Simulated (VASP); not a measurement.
Method: PBEsol GGA, VASP's PBE PAW potentials (set 64) (plane waves; VASP).

Input for VASP

### POSCAR
```
Al
1.0
  4.5764294213   0.0000000000   0.0000000000
 -2.2882147106   3.9633043583   0.0000000000
  0.0000000000   0.0000000000   2.7770931508
Al
3
Direct
  0.0000000000   0.0000000000   0.0000000000
  0.3333330000   0.6666670000   0.5000000000
  0.6666670000   0.3333330000   0.5000000000
```

### KPOINTS
```
kpoints
0
G
  7 7 10
```

**INCAR**
```
ISMEAR = 1   # Methfessel-Paxton
PREC = Accurate
LREAL = F   # projection in real space or not
LCHARG = F
LASPH = T   # aspherical one-centre terms
SIGMA = 0.1   # width (eV)
EDIFFG = -0.02   # ionic stop
ISIF = 3
ALGO = Normal   # blocked Davidson
SYSTEM = Al
IBRION = 2   # conjugate gradients
LWAVE = F
EDIFF = 1E-6
ENCUT = 400
NELM = 100   # most electronic steps
GGA = PS   # PBEsol
NSW = 60
```

POTCAR, in this order: Al (PBE.64 set). Program: vasp_std.

The resulting files:

OSZICAR:
```
       N       E                     dE             d eps       ncg     rms          rms(c)
DAV:   1     0.202571976607E+00    0.20257E+00   -0.25775E+03   792   0.624E+02
DAV:   2    -0.119399726327E+02   -0.12143E+02   -0.11504E+02  1080   0.630E+01
DAV:   3    -0.120546838557E+02   -0.11471E+00   -0.11086E+00  1024   0.827E+00
DAV:   4    -0.120551733384E+02   -0.48948E-03   -0.48946E-03  1064   0.509E-01
DAV:   5    -0.120551761903E+02   -0.28520E-05   -0.28522E-05  1024   0.255E-02    0.233E+00
DAV:   6    -0.119974973630E+02    0.57679E-01   -0.18803E-02   856   0.780E-01    0.133E+00
DAV:   7    -0.119630179687E+02    0.34479E-01   -0.26610E-02   920   0.991E-01    0.228E-01
DAV:   8    -0.119625348673E+02    0.48310E-03   -0.10938E-03   984   0.208E-01    0.131E-01
DAV:   9    -0.119624715217E+02    0.63346E-04   -0.70079E-05   992   0.579E-02    0.334E-02
DAV:  10    -0.119624720663E+02   -0.54468E-06   -0.96589E-07   824   0.823E-03
   1 F= -.11962472E+02 E0= -.11962695E+02  d E =-.119625E+02
       N       E                     dE             d eps       ncg     rms          rms(c)
DAV:   1    -0.119681804463E+02   -0.57089E-02   -0.95848E-02  1024   0.195E+00    0.210E-01
DAV:   2    -0.119667914575E+02    0.13890E-02   -0.16751E-03   832   0.295E-01    0.119E-01
DAV:   3    -0.119661883225E+02    0.60313E-03   -0.15881E-03   952   0.200E-01    0.134E-02
DAV:   4    -0.119661878232E+02    0.49929E-06   -0.45670E-05   824   0.527E-02    0.782E-03
DAV:   5    -0.119661877358E+02    0.87447E-07   -0.10564E-06   552   0.717E-03
   2 F= -.11966188E+02 E0= -.11966278E+02  d E =-.371567E-02
       N       E                     dE             d eps       ncg     rms          rms(c)
DAV:   1    -0.119667661131E+02   -0.57829E-03   -0.60092E-03  1040   0.488E-01    0.503E-02
DAV:   2    -0.119666888904E+02    0.77223E-04   -0.96906E-05   832   0.721E-02    0.283E-02
DAV:   3    -0.119666555531E+02    0.33337E-04   -0.85282E-05   968   0.464E-02    0.315E-03
DAV:   4    -0.119666555483E+02    0.48009E-08   -0.24714E-06   624   0.122E-02
   3 F= -.11966656E+02 E0= -.11966814E+02  d E =-.418348E-02
```

OUTCAR:
```
------------------------ aborting loop because EDIFF is reached ----------------------------------------
  FORCE on cell =-STRESS in cart. coord.  units (eV):
  Direction    XX          YY          ZZ          XY          YZ          ZX
  --------------------------------------------------------------------------------------
  Total       -0.0068343     -0.0068343     -0.0337446     -0.0000000      0.0000000      0.0000000
  in kB       -0.2174022     -0.2174022     -1.0734281     -0.0000000      0.0000000      0.0000000
  external PRESSURE =      -0.5027442 kB  Pullay stress =       0.0000000 kB
  volume of cell :       50.37
      direct lattice vectors                 reciprocal lattice vectors
     4.557348846 -0.000000000  0.000000000     0.219425818  0.126685548 -0.000000000
    -2.278674423  3.946780092  0.000000000     0.000000000  0.253371097 -0.000000000
     0.000000000  0.000000000  2.800186145    -0.000000000 -0.000000000  0.357119116
 POSITION                                       TOTAL-FORCE (eV/Angst)
 -----------------------------------------------------------------------------------
     -2.27867      3.94678      0.00000         0.000000      0.000000      0.000000
     -0.00000      2.63119      1.40009        -0.000000     -0.000000      0.000000
      2.27868      1.31559      1.40009         0.000000      0.000000     -0.000000
 -----------------------------------------------------------------------------------
    total drift:                               -0.000000     -0.000000     -0.000000
  FREE ENERGIE OF THE ION-ELECTRON SYSTEM (eV)
  ---------------------------------------------------
  free  energy   TOTEN  =       -11.9666555483 eV

  energy  without entropy=      -11.9671302645  energy(sigma->0) =      -11.96681379

 reached required accuracy - stopping structural energy minimisation
```
(Selected blocks of OUTCAR.)

File CONTCAR:
```
Al
   1.00000000000000
     4.5573488458023723   -0.0000000000002407    0.0000000000000000
    -2.2786744228516027    3.9467800924382468    0.0000000000000000
     0.0000000000000000    0.0000000000000000    2.8001861447065384
  Al
     3
Direct
     0.0000000000000000    1.0000000000000000    0.0000000000000000
     0.3333330000000032    0.6666669999999968    0.5000000000000000
     0.6666669999999968    0.3333330000000032    0.5000000000000000
```

The structure was generated: Al was put into the omega type (P6/mmm), which need not be its known phase. This run relaxes it. Symmetry was kept, so distortions that lower it aren't found. The start is the result of an earlier pass.
